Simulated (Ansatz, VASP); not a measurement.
# Cross-check of TiO2 (Rutile) between VASP and Ansatz

Aim: how closely do two programs agree when they are given the same cell, functional and k mesh? The two relaxations start from unlike cells of this crystal (the structure described is Ansatz's start), so only their ends are compared.

Program: Ansatz 0.2.0. Level of theory: plane waves, with VASP 6.6.1 beside it; relaxation of cell and atoms at PBE with D3(BJ). Results are calculated unless marked as measured.

## 1. Starting point

Symmetry: P4_2/mnm, No. 136, tetragonal system. Conventional cell: a = 4.549 Å, b = 4.549 Å, c = 2.917 Å, α = 90.00°, β = 90.00°, γ = 90.00°. Nearest to Ti lie 6 O at 1.93 to 1.96 Å. Nearest to O lie 3 Ti at 1.93 to 1.96 Å. Farther neighbours and most contacts between anions are not listed.

As a file:

```cif
data_structure
_symmetry_space_group_name_H-M 'P 1'
_symmetry_Int_Tables_number 1
_cell_length_a 4.5489
_cell_length_b 4.5489
_cell_length_c 2.9175
_cell_angle_alpha 90.000
_cell_angle_beta 90.000
_cell_angle_gamma 90.000
_cell_volume 60.37
loop_
_atom_site_label
_atom_site_type_symbol
_atom_site_fract_x
_atom_site_fract_y
_atom_site_fract_z
_atom_site_occupancy
Ti1 Ti 0.00000 0.00000 0.00000 1
Ti2 Ti 0.50000 0.50000 0.50000 1
O3 O 0.30394 0.30394 0.00000 1
O4 O 0.19606 0.80394 0.50000 1
O5 O 0.69606 0.69606 0.00000 1
O6 O 0.80394 0.19606 0.50000 1
```

## 2. Ansatz: relaxation of cell and atoms, PBE with D3(BJ)

Ansatz runs on its PAW soft_1 files.

The relaxed volume is the usual yardstick between codes: in a stiff, nearly cubic crystal its relative difference is about their pressure difference at one cell divided by the bulk modulus.

input.yaml

```yaml
crystal:
  lattice:
    - [4.5489401849, 0.0, 0.0]
    - [0.0, 4.5489401849, 0.0]
    - [0.0, 0.0, 2.9174768708]
  atoms:
    - { symbol: Ti, position: [0.0, 0.0, 0.0] }
    - { symbol: Ti, position: [0.5, 0.5, 0.5] }
    - { symbol: O, position: [0.3039440188, 0.3039440188, 0.0] }
    - { symbol: O, position: [0.1960559812, 0.8039440188, 0.5] }
    - { symbol: O, position: [0.6960559812, 0.6960559812, 0.0] }
    - { symbol: O, position: [0.8039440188, 0.1960559812, 0.5] }
kpoints:
  mp_grid: { grid: [8, 8, 8] }
hamiltonian:
  xc: pbe
  dispersion: d3bj
  pseudopotentials: { kind: paw, azcp: { folder: soft_1 } }
scf:
  occupations: { method: fixed }
output:
  forces: true
  stress: true
  eigenvalues: true
relax:
  adjacent_minimum: "off"
  f_tol: 0.001
  max_steps: 60
  cell: { stress_tol: 0.01 }
```

Command:

```sh
> ansatz run input.yaml --threads 4 --pin off --max-ram 16384MiB --backend cpu --events-out ev --progress --plain --runs-dir out
```

Numbers of over 12 decimals in the logs are rounded to 6 here.

Output:

```text
Engine: ansatz 0.2.0, aarch64-unknown-linux-gnu
Pseudopotentials: kind: paw
Pseudopotential: Ti, paw, valence charge 12, recommended cutoff 420 eV (normal), soft_1/Ti.paw.azcp
Pseudopotential: O, paw, valence charge 6, recommended cutoff 420 eV (normal), soft_1/O.paw.azcp
Functional definition: PBE
  parameter kappa = 0.804
  parameter beta = 0.066725
  exchange = pbe_x(kappa = kappa, mu = beta*pi^2/3)
  correlation = pbe_c(beta = beta)
Crystal: 6 atoms, lattice volume = 60.371 Å³
Basis set: ecut = 420 eV, 1161 PW (Γ), exchange–correlation on 64×64×40 points (8 copies of the dense FFT grid, shifted against one another)
Bands: 30, of which v1, the nominal top of the filled ones, is band 24 counted from 1 (23 counted from 0)
Symmetry: 16 space group operations
Space group: P42/mnm (ITA 136), of the structure as read, at distance tolerance 3.9e-5 Å
k-points: 75 of 512
Non-local potential: Ti, projectors of the file, l = 0: 3, l = 1: 2, l = 2: 3, l = 3: 1
Non-local potential: O, projectors of the file, l = 0: 2, l = 1: 2, l = 2: 1
PAW form: soft (Blöchl's): semilocal exchange-correlation on the pseudo side does not see the compensation charge
PAW one-centre angular grid: Ti, 590 points (default); XC on 64 Gauss nodes
PAW one-centre angular grid: O, 110 points (default); XC on 64 Gauss nodes
Initial density: superposition of atomic densities (chi_scale 0.1, normalization cell, long waves kept (reshape's long-wave potential 0.00 eV rms))
Initial wavefunctions: pseudopotential atomic-orbital guess
Functional: x = pbe(κ = 0.804, μ = 0.219515), c = pbe(β = 0.066725)
SCF iter   1: F=—  HF=-7279.041862 eV  |F-HF|=—  |Δ(HF+E_count)|=         —  Δρ=7.02e-2  dr2=2.85e0  ethr=3.10e-3  ⟨swp⟩=3.8  Hψ=7105  notcnv=0  defer=170
preconditioner: auto → Resta (q_TF=auto, 2.626 Å⁻¹)  ε∞=8.4  [insulator: Δε(μ)=2.224 eV  Ē_g=9.936 eV  n_scr=18 (ndim 8)  ℏωp=27.0 eV  f_vac=0.000  ε∞_Penn≈8.4]
SCF iter   2: F=—  HF=-7278.777425 eV  |F-HF|=—  |Δ(HF+E_count)|=   2.64e-1  Δρ=3.94e-2  dr2=7.67e-1  ethr=3.10e-3  ⟨swp⟩=2.1  Hψ=4125  notcnv=0  defer=115
SCF iter   3: F=—  HF=-7278.727469 eV  |F-HF|=—  |Δ(HF+E_count)|=   5.00e-2  Δρ=2.32e-2  dr2=3.35e-1  ethr=1.60e-3  ⟨swp⟩=2.0  Hψ=3345  notcnv=0  defer=125
SCF iter   4: F=—  HF=-7278.712916 eV  |F-HF|=—  |Δ(HF+E_count)|=   1.46e-2  Δρ=5.14e-3  dr2=1.46e-2  ethr=6.97e-4  ⟨swp⟩=2.0  Hψ=3632  notcnv=0  defer=181
SCF iter   5: F=—  HF=-7278.720391 eV  |F-HF|=—  |Δ(HF+E_count)|=   7.47e-3  Δρ=1.68e-3  dr2=1.87e-3  ethr=3.04e-5  ⟨swp⟩=2.1  Hψ=3448  notcnv=0  defer=300
SCF iter   6: F=—  HF=-7278.721646 eV  |F-HF|=—  |Δ(HF+E_count)|=   1.26e-3  Δρ=3.02e-4  dr2=4.01e-5  ethr=3.89e-6  ⟨swp⟩=2.0  Hψ=3291  notcnv=0  defer=298
SCF iter   7: F=—  HF=-7278.721685 eV  |F-HF|=—  |Δ(HF+E_count)|=   3.86e-5  Δρ=6.39e-5  dr2=2.36e-6  ethr=8.36e-8  ⟨swp⟩=2.0  Hψ=3382  notcnv=0  defer=117
SCF iter   8: F=—  HF=-7278.721686 eV  |F-HF|=—  |Δ(HF+E_count)|=   1.81e-6  Δρ=1.46e-5  dr2=1.10e-7  ethr=4.92e-9  ⟨swp⟩=2.3  Hψ=3526  notcnv=0  defer=117
SCF iter   9: F=-7278.721686 eV  HF=-7278.721686 eV  |F-HF|=2.04e-9  |Δ(HF+E_count)|=   3.76e-8  Δρ=3.07e-6  dr2=4.69e-9  ethr=2.08e-10  ⟨swp⟩=8.9  Hψ=9115  notcnv=0
SCF 1 converged in 9 iterations: F = -7278.721686 eV  dr2 = 4.69e-9
  greatest PAW one-centre occupation: 0.999 electrons in one spin orbital (limit 2), on the Ti atom at site 1 (counted from 0), in its partial waves of l = 0
relax step   1: F+E_penalty+E_count = -7278.72168643 eV  Δ(F+E_penalty+E_count) = +0.000e0 eV  max|allowed force component| = 9.255e-2 eV/Å  Δτ_max = 0.0000 Å  P = +9.734 GPa  Ω = 60.371 Å³  (9 SCF iters, dr2 threshold 1.00e-7 eV, accepted)
[...]
relax step   7: F+E_penalty+E_count = -7278.79031300 eV  Δ(F+E_penalty+E_count) = -7.886e-3 eV  max|allowed force component| = 2.533e-4 eV/Å  Δτ_max = 0.0000 Å  P = +0.227 GPa  Ω = 62.671 Å³  stress off target by 2.33e-1 GPa  SCF on the basis re-selected at this cell (its energy is not comparable with the rows above)  (7 SCF iters)
[...]
relax step   8: F+E_penalty+E_count = -7278.79018529 eV  Δ(F+E_penalty+E_count) = +1.277e-4 eV  max|allowed force component| = 3.155e-5 eV/Å  Δτ_max = 0.0002 Å  P = +0.005 GPa  Ω = 62.735 Å³  energy of the carried Pulay correction = -1.745e-4 eV  (4 SCF iters, dr2 threshold 1.36e-7 eV, accepted)
[...]
relax step   9: F+E_penalty+E_count = -7278.79034599 eV  Δ(F+E_penalty+E_count) = -1.607e-4 eV  max|allowed force component| = 6.422e-5 eV/Å  Δτ_max = 0.0000 Å  P = +0.007 GPa  Ω = 62.735 Å³  stress off target by 8.32e-3 GPa  SCF on the basis re-selected at this cell (its energy is not comparable with the rows above)  (7 SCF iters)
basis re-selected at this cell: Δ(F+E_penalty+E_count) = -1.607e-4 eV, ΔP = +0.002 GPa vs the last step (what re-selecting the basis moved, of the pressure what is left beyond the Pulay correction that the steps carried, after the strain that the cell walked since its last selection, with what the two solves' SCF thresholds leave and, on support functions, any second-order correction that the steps lacked; it is no m [...]
SCF converged after 7 iterations
Free energy (F): -7278.790346 eV
Harris-Foulkes:  -7278.790346 eV  (|F-HF|=2.73e-12)
Internal energy: -7278.790346 eV  (E = F + TS)
E sigma→0 (E₀):  -7278.790346 eV
Fermi energy:    8.978200 eV
--- Per-component energies (eV) ---
  E_band       = -398.110545
  E_kinetic    = 1231.972172
  E_local      = -3203.016956  (includes V_loc(G=0)·N_el)
  E_nonlocal   = 322.903583
  E_hartree    = 1210.645620
  E_xc         = -520.598282
  E_vxc        = -658.878868  (∫ρ·V_xc dr)
  E_paw        = -2729.875463  (= ΣΔE_a)
  E_vpaw       = -512.384643  (= ΣTr[D̂ρ^β])
  E_aug_tail   = 0.002942  (compensation charges beyond the density's cutoff)
  E_ewald      = -3589.339222
  E_disp       = -1.484741  (pairwise vdW)
  E_smearing   = -0.000000  (= −TS)
  E_closure    = -0.000000  (closes the sum)
  Σ components = -7278.790346   (vs F -7278.790346, Δ=0.00e0)
--- Forces (eV/Å), atoms counted from 1 ---
  atom   1  Ti     0.00000000     0.00000000     0.00000000
  atom   2  Ti     0.00000000     0.00000000     0.00000000
  atom   3  O      0.00006422     0.00006422     0.00000000
  atom   4  O     -0.00006422     0.00006422     0.00000000
  atom   5  O     -0.00006422    -0.00006422    -0.00000000
  atom   6  O      0.00006422    -0.00006422    -0.00000000
  max |Σ_I F_I| component: 1.30e-18 eV/Å
--- Stress (GPa, compression-positive) ---
        0.008316      -0.000000      -0.000000
       -0.000000       0.008316       0.000000
       -0.000000       0.000000       0.004869
  P = ⅓ Tr σ = 0.0072 GPa (0.072 kbar)
--- Band table (eV; the first three rows and the last of 75) ---
  k-point 0: bands = [... 20 lower, 8.2981, 8.5379, 8.5379, 8.9782, 10.8504, 11.1330, 11.3953, 11.4907, ... 2 higher]
  k-point 1: bands = [... 20 lower, 7.6739, 8.2301, 8.2301, 8.9033, 11.2183, 11.2788, 11.2963, 11.6846, ... 2 higher]
  k-point 2: bands = [... 20 lower, 7.2125, 7.5020, 7.5020, 8.5275, 11.2143, 11.5279, 11.8167, 12.1094, ... 2 higher]
  k-point 74: bands = [... 20 lower, 7.7092, 7.7092, 8.3102, 8.3102, 11.5821, 11.5821, 12.1837, 12.1837, ... 2 higher]
--- Relaxed structure (7 steps of the walk, 7 accepted, 2 SCFs on fresh bases) ---
  F+E_penalty+E_count = -7278.79034599 eV   max|allowed force component| = 6.422e-5 eV/Å   (the final SCF, on the basis selected at the relaxed cell)
  cell:  # Å, volume = 62.7347 Å³
    - [4.608287, 0, 0]
    - [0, 4.608287, 0]
    - [0, 0, 2.954122]
  atoms:
    - { symbol: Ti, position: [0, 0, 0] }
    - { symbol: Ti, position: [0.5, 0.5, 0.500000] }
    - { symbol: O, position: [0.304368, 0.304368, 0] }
    - { symbol: O, position: [0.195632, 0.804368, 0.500000] }
    - { symbol: O, position: [0.695632, 0.695632, 0] }
    - { symbol: O, position: [0.804368, 0.195632, 0.500000] }
```

## 3. VASP: relaxation of cell and atoms, PBE with D3(BJ)

Its own start cell and the same functional and mesh now go to VASP, with its own data sets.

Lines of VASP's logs that name or quote its potential files are left out, and so is its time.

INCAR

```
SYSTEM = TiO2
PREC = Accurate
ENCUT = 600
EDIFF = 1E-07
NELM = 120
ISMEAR = 0
SIGMA = 0.01
LREAL = .FALSE.
ALGO = Normal
GGA = PE
IVDW = 12
NBANDS = 30
LASPH = .TRUE.
LORBIT = 11
LWAVE = .FALSE.
LCHARG = .FALSE.
ISIF = 3
IBRION = 2
NSW = 80
EDIFFG = -0.005
GGA_COMPAT = .FALSE.
NELMIN = 4
EFERMI = MIDGAP
KPAR = 2
```

POSCAR

```
TiO2
1.0
    4.6097919611      0.0000000000      0.0000000000
    0.0000000000      4.6097919611      0.0000000000
    0.0000000000      0.0000000000      2.9578203877
Ti O
2 4
Direct
    0.0000000000      0.0000000000      0.0000000000
    0.5000000000      0.5000000000      0.4999998286
    0.3042784910      0.3042784910      0.0000000000
    0.1957215090      0.8042784910      0.4999998286
    0.6957215090      0.6957215090      0.0000000000
    0.8042784910      0.1957215090      0.4999998286
```

KPOINTS

```
Automatic mesh
0
Gamma
8 8 8
0 0 0
```

The projector-augmented-wave data sets are Ti_sv and O (PBE family, release 64).

Command:

```sh
> mpirun -np 2 vasp_std
```

Output:

```text
[banner, memory and clock lines left out]
running    2 mpi-ranks, on    1 nodes
 distrk:  each k-point on    1 cores,    2 groups
 distr:  one band on    1 cores,    1 groups

 POSCAR found type information on POSCAR TiO
 POSCAR found :  2 types and       6 ions
 LDA part: xc-table for (Slater+PW92), standard interpolation
 POSCAR, INCAR and KPOINTS ok, starting setup
 FFT: planning ... GRIDC
 FFT: planning ... GRID_SOFT
 FFT: planning ... GRID
 WAVECAR not read
 entering main loop
       N       E                     dE             d eps       ncg     rms          rms(c)
DAV:   1     0.706983032225E+03    0.70698E+03   -0.26783E+04  4500   0.208E+03
DAV:   2     0.515793643589E+02   -0.65540E+03   -0.62232E+03  4792   0.585E+02
DAV:   3    -0.657029963769E+02   -0.11728E+03   -0.11443E+03  6688   0.215E+02
DAV:   4    -0.709806190468E+02   -0.52776E+01   -0.52709E+01  6302   0.475E+01
DAV:   5    -0.711914728466E+02   -0.21085E+00   -0.21080E+00  6114   0.770E+00    0.312E+01
DAV:   6    -0.541956995988E+02    0.16996E+02   -0.10339E+02  5520   0.973E+01    0.117E+01
DAV:   7    -0.539027899692E+02    0.29291E+00   -0.15595E+01  5414   0.331E+01    0.818E+00
DAV:   8    -0.537367753716E+02    0.16601E+00   -0.30615E+00  5332   0.171E+01    0.354E+00
DAV:   9    -0.536632321597E+02    0.73543E-01   -0.65819E-01  6156   0.709E+00    0.109E+00
DAV:  10    -0.536718311239E+02   -0.85990E-02   -0.70044E-02  5418   0.211E+00    0.476E-01
DAV:  11    -0.536683323409E+02    0.34988E-02   -0.19268E-02  5632   0.100E+00    0.753E-02
DAV:  12    -0.536683979015E+02   -0.65561E-04   -0.19483E-03  5272   0.466E-01    0.877E-02
DAV:  13    -0.536683082431E+02    0.89658E-04   -0.34426E-04  5398   0.193E-01    0.102E-02
DAV:  14    -0.536683159917E+02   -0.77486E-05   -0.46268E-05  6672   0.578E-02    0.191E-02
DAV:  15    -0.536683126717E+02    0.33200E-05   -0.23669E-05  5896   0.494E-02    0.218E-03
DAV:  16    -0.536683126458E+02    0.25893E-07   -0.10444E-06  5730   0.104E-02    0.101E-03
DAV:  17    -0.536683127484E+02   -0.10258E-06   -0.69281E-08  2694   0.266E-03    0.286E-04
DAV:  18    -0.536683127619E+02   -0.13513E-07   -0.19266E-08  2376   0.141E-03
   1 F= -.55149793E+02 E0= -.55149793E+02  d E =-.551498E+02
 curvature:   0.00 expect dE= 0.000E+00 dE for cont linesearch  0.000E+00
 trial: gam= 0.00000 g(F)=  0.414E-06 g(S)=  0.275E-04 ort = 0.000E+00 (trialstep = 0.100E+01)
 search vector abs. value=  0.279E-04
 bond charge predicted
       N       E                     dE             d eps       ncg     rms          rms(c)
DAV:   1    -0.536673284293E+02    0.98432E-03   -0.62347E-03  6252   0.846E-01    0.126E-01
DAV:   2    -0.536671655242E+02    0.16291E-03   -0.63167E-04  5076   0.239E-01    0.516E-02
DAV:   3    -0.536671350900E+02    0.30434E-04   -0.26961E-04  5254   0.101E-01    0.149E-02
DAV:   4    -0.536671358587E+02   -0.76873E-06   -0.48889E-05  6712   0.373E-02    0.120E-02
DAV:   5    -0.536671377600E+02   -0.19012E-05   -0.27312E-06  5328   0.154E-02    0.699E-03
DAV:   6    -0.536671416295E+02   -0.38696E-05   -0.61559E-06  7286   0.105E-02    0.377E-03
DAV:   7    -0.536671417671E+02   -0.13758E-06   -0.22717E-07  3936   0.372E-03    0.235E-03
DAV:   8    -0.536671419502E+02   -0.18310E-06   -0.11656E-07  2986   0.348E-03    0.241E-04
DAV:   9    -0.536671419717E+02   -0.21526E-07   -0.18271E-08  2322   0.110E-03
   2 F= -.55149791E+02 E0= -.55149791E+02  d E =0.229009E-05
 trial-energy change:    0.000002  1 .order    0.000002   -0.000028    0.000032
 step:   0.4632(harm=  0.4632)  dis= 0.00002  next Energy=   -55.149799 (dE=-0.647E-05)
 bond charge predicted
       N       E                     dE             d eps       ncg     rms          rms(c)
DAV:   1    -0.536678321428E+02   -0.69019E-03   -0.17976E-03  6244   0.454E-01    0.677E-02
DAV:   2    -0.536677875154E+02    0.44627E-04   -0.18264E-04  5084   0.128E-01    0.277E-02
DAV:   3    -0.536677783472E+02    0.91682E-05   -0.77523E-05  5246   0.539E-02    0.810E-03
DAV:   4    -0.536677779515E+02    0.39564E-06   -0.14171E-05  6722   0.203E-02    0.643E-03
DAV:   5    -0.536677780168E+02   -0.65297E-07   -0.77357E-07  4976   0.821E-03
   3 F= -.55149800E+02 E0= -.55149800E+02  d E =-.650954E-05
 curvature:  -0.23 expect dE=-0.181E-05 dE for cont linesearch -0.113E-05
 trial: gam= 0.00000 g(F)=  0.134E-05 g(S)=  0.647E-05 ort =-0.117E-04 (trialstep = 0.893E+00)
 search vector abs. value=  0.781E-05
 reached required accuracy - stopping structural energy minimisation
```

[end of part 1 of 2]

[Lines on the potential files, build, host, timing and source positions are cut from VASP's logs without a mark.]

[Logs are printed without paths, hosts, clocks, repeated set-up lines and the standing remarks that a program may print on its own settings, such as how far it seeks lower states.]

[Hosts, paths, dates, database ids (printed as entryN), source tags and the programs' standing remarks are cut or masked in the printed files.]
